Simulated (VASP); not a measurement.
Given:

```xyz
3
Lattice="2.3225 1.3409 7.0410 -2.3225 1.3409 7.0410 0.0000 -2.6817 7.0410" Properties=species:S:1:pos:R:3 pbc="T T T"
Pb     0.0000     0.0000     0.0000
Te     0.0000     0.0000     5.3230
Te     0.0000     0.0000    15.8001
```

Calculation: PBE GGA, VASP's PBE PAW potentials (set 64) (plane waves; VASP). Numerical set-up: 300 eV cut-off, 4×4×4 Γ-centred mesh, Fermi-Dirac smearing of 0.10 eV, potentials Pb_d Te.

Give the energies of bands 8 to 16 at the high-symmetry points, in eV from the Fermi level.

```
band      Γ      T     H2      L     S0      F
----  -----  -----  -----  -----  -----  -----
8     -6.37  -6.16  -7.86  -7.58  -7.87  -7.62
9     -0.80  -1.10  -2.79  -2.90  -2.67  -3.17
10    -0.66  -0.78  -2.52  -1.84  -2.66  -1.96
11    -0.66  -0.78  -2.08  -1.73  -2.11  -1.33
12    -0.35  -0.22  -0.49  -0.83  -0.57  -0.71
13    -0.35  -0.22  -0.41  -0.43  -0.36  -0.12
14     0.12   0.33   0.36  -0.08   0.41   0.12
15     2.06   2.00   3.67   3.03   3.88   3.00
16     3.03   3.06   4.65   4.47   4.43   3.96
```

It has no gap at this level: it comes out as a metal or semimetal.

The structure was generated: Te2Pb was put into an ordered model structure, which need not be its known phase. The cell was not relaxed at this level. The k-mesh is coarse (spacing up to 0.40 per Å, 2π included), so the numbers may not be converged in it.
